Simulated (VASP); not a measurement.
# GW on SiC (Moissanite 3C)

How does the gap of SiC (Moissanite 3C) change from the starting functional to GW? The cell is of the zinc-blende type, one of the forms listed for this formula. The start is a cell from a database of measured crystal structures.

Calculated with VASP 6.6.1; LDA; plane waves and PAW (Si_GW, C_GW), in the first sound run; inputs show where later runs differ.

**1. The structure**

The structure is cubic, space group F-43m (No. 216). Conventional cell: a = 4.358 Å, b = 4.358 Å, c = 4.358 Å, α = 90.00°, β = 90.00°, γ = 90.00°. Si has 4 C at 1.89 Å nearest. Nearest to C lie 4 Si at 1.89 Å. Farther neighbours are not listed.

**2. Empty bands, functional LDA**

ALGO = Exact makes the empty bands from the converged ground state in one step. LOPTICS writes the k-derivatives of the orbitals (WAVEDER), which give the long-wavelength limit of the screening.

INCAR reads:

```
SYSTEM = SiC
PREC = Accurate
ENCUT = 440
ISMEAR = 0
SIGMA = 0.01
LREAL = .FALSE.
GGA = CA
NBANDS = 116
ALGO = Exact
NELM = 1
LWAVE = .TRUE.
LCHARG = .FALSE.
LOPTICS = .TRUE.
NEDOS = 1000
CSHIFT = 0.1
```

POSCAR reads:

```
SiC
1.0
    0.0000000000      2.1790000000      2.1790000000
    2.1790000000      0.0000000000      2.1790000000
    2.1790000000      2.1790000000      0.0000000000
Si C
1 1
Direct
    0.0000000000      0.0000000000      0.0000000000
    0.7500000000      0.7500000000      0.7500000000
```

KPOINTS reads:

```
Automatic mesh
0
Gamma
6 6 6
0 0 0
```

The projector-augmented-wave data sets are Si_GW and C_GW (LDA family, release 64).

The run is started by

```console
$ mpirun -np 4 vasp_std
```

What it wrote:

```text
[banner, memory and clock lines left out]
running    4 mpi-ranks, on    1 nodes
 distrk:  each k-point on    4 cores,    1 groups
 distr:  one band on    1 cores,    4 groups

 POSCAR found type information on POSCAR SiC
 POSCAR found :  2 types and       2 ions
 LDA part: xc-table for (Slater(with rela. corr.)+CA(PZ))
 , standard interpolation
 found WAVECAR, reading the header
  number of bands has changed, file:    10 present:   116
  trying to continue reading WAVECAR, but it might fail
 POSCAR, INCAR and KPOINTS ok, starting setup
 FFT: planning ... GRIDC
 FFT: planning ... GRID_SOFT
 FFT: planning ... GRID
 reading WAVECAR
 random initialization beyond band           10
 the WAVECAR file was read successfully
 initial charge from wavefunction
 entering main loop
       N       E                     dE             d eps       ncg     rms          rms(c)
DIA:   1    -0.166274336146E+02   -0.16627E+02    0.00000E+00     0   0.000E+00
   1 F= -.16627434E+02 E0= -.16627434E+02  d E =-.572234E-12
 writing wavefunctions
 optical routines
 imaginary and real dielectric function
 recalculating local potential from charge density
 direction            1
 direction            2
 direction            3
```

Wall time 3.6 s (4 MPI ranks of AMD EPYC 7R43, shared host); peak memory 0.37 GiB; 12 s of CPU time.

Lines that name or quote the potential files are left out of all logs, and their timing lines are given in words.

From OUTCAR (step 2):

```text
ion  position               nearest neighbor table
   1  0.000  0.000  0.000-   2 1.89   2 1.89   2 1.89   2 1.89
   2  0.750  0.750  0.750-   1 1.89   1 1.89   1 1.89   1 1.89

  LATTYP: Found a face centered cubic cell.
 ALAT       =     4.3580000000

 Subroutine GETGRP returns: Found 24 space group operations
 (whereof 24 operations were pure point group operations)

The static configuration has the point symmetry T_d .

 Found     16 irreducible k-points:

   k-points           NKPTS =     16   k-points in BZ     NKDIM =     16   number of bands    NBANDS=    116

   dimension x,y,z NGX =    24 NGY =   24 NGZ =   24
   dimension x,y,z NGXF=    48 NGYF=   48 NGZF=   48

   ENCUT  =  440.0 eV  32.34 Ry    5.69 a.u.   5.27  5.27  5.27*2*pi/ulx,y,z

   NELECT =       8.0000    total number of electrons

 k-points in reciprocal lattice and weights: Automatic mesh
   0.00000000  0.00000000  0.00000000       0.005
   0.16666667  0.00000000  0.00000000       0.037
   0.33333333  0.00000000  0.00000000       0.037
   0.50000000  0.00000000  0.00000000       0.019
   0.16666667  0.16666667  0.00000000       0.028
   0.33333333  0.16666667  0.00000000       0.111
   0.50000000  0.16666667  0.00000000       0.111
  -0.33333333  0.16666667  0.00000000       0.111
  -0.16666667  0.16666667  0.00000000       0.056
[...]
-0.33333333  0.33333333  0.16666667       0.111
  -0.33333333  0.50000000  0.16666667       0.056

 average (electrostatic) potential at core
       1 -65.7572       2 -49.3655

 E-fermi :   7.7930

 k-point     1 :       0.0000    0.0000    0.0000
  band No.  band energies     occupation
      1      -7.5790      2.00000
      2       7.7497      2.00000
      3       7.7497      2.00000
      4       7.7497      2.00000
      5      14.0319      0.00000
      6      14.9301      0.00000
      7      14.9301      0.00000
      8      14.9301      0.00000
      9      22.1926      0.00000
    ...

 k-point     2 :       0.1667    0.0000    0.0000
  band No.  band energies     occupation
      1      -7.0379      2.00000
      2       5.3893      2.00000
      3       7.4154      2.00000
      4       7.4154      2.00000
      5      14.0449      0.00000
      6      15.4474      0.00000
      7      15.4474      0.00000
      8      16.0187      0.00000
      9      20.6436      0.00000
    ...

 k-point     3 :       0.3333    0.0000    0.0000
  band No.  band energies     occupation
      1      -5.4997      2.00000
      2       1.5817      2.00000
      3       6.8998      2.00000
      4       6.8998      2.00000
      5      13.3774      0.00000
      6      15.2795      0.00000
      7      15.2795      0.00000
      8      17.5384      0.00000
      9      21.9127      0.00000
    ...

  Total       -0.6795379     -0.6795379     -0.6795379      0.0000000      0.0000000     -0.0000000
  in kB      -52.6165731    -52.6165731    -52.6165731      0.0000000      0.0000000     -0.0000000
  external PRESSURE =     -52.6165731 kB  Pullay stress =       0.0000000 kB

  energy-cutoff  :      440.00
  volume of cell :       20.69
      direct lattice vectors                 reciprocal lattice vectors
     0.000000000  2.179000000  2.179000000    -0.229463056  0.229463056  0.229463056
     2.179000000  0.000000000  2.179000000     0.229463056 -0.229463056  0.229463056
     2.179000000  2.179000000  0.000000000     0.229463056  0.229463056 -0.229463056

 POSITION                                       TOTAL-FORCE (eV/Angst)
 -----------------------------------------------------------------------------------
      0.00000      0.00000      0.00000        -0.000000     -0.000000     -0.000000
      3.26850      3.26850      3.26850         0.000000      0.000000      0.000000
 -----------------------------------------------------------------------------------
    total drift:                                0.000000      0.000000     -0.000000

  FREE ENERGIE OF THE ION-ELECTRON SYSTEM (eV)
  ---------------------------------------------------
  free  energy   TOTEN  =       -16.6274336146 eV

  energy  without entropy=      -16.6274336146  energy(sigma->0) =      -16.62743361

 plasma frequency squared (from intraband transitions) (eV^2)
  --------------------------------------------------------------------------------------
       0.000      -0.000       0.000
      -0.000       0.000      -0.000
       0.000      -0.000       0.000

[... 3 further parts left out ...]
```

The gap is read on the k-mesh alone, so it is an upper bound where the band edges lie off the mesh.

A gap read on the k-mesh alone can miss the band edges.

This step gave:

```
gap on the k-mesh              : 1.296 eV
least direct gap on the k-mesh : 4.499 eV
```

WAVECAR now holds 116 bands for 8 electrons. Its independent-particle dielectric tensor has xx, yy, zz = 7.9, 7.9, 7.9 on this mesh, which isn't tested for convergence in mesh or bands and lacks local fields.

[end of part 1 of 8]

[Lines on the potential files, build, host, timing and source positions are cut from VASP's logs without a mark.]

[Logs are printed without paths, hosts, clocks, repeated set-up lines and the standing remarks that a program may print on its own settings, such as how far it seeks lower states.]

[Hosts, paths, dates, database ids (printed as entryN), source tags and the programs' standing remarks are cut or masked in the printed files.]

[Pressures printed for these runs are not shown converged in the cutoff: they can be off by several GPa and have the wrong sign.]
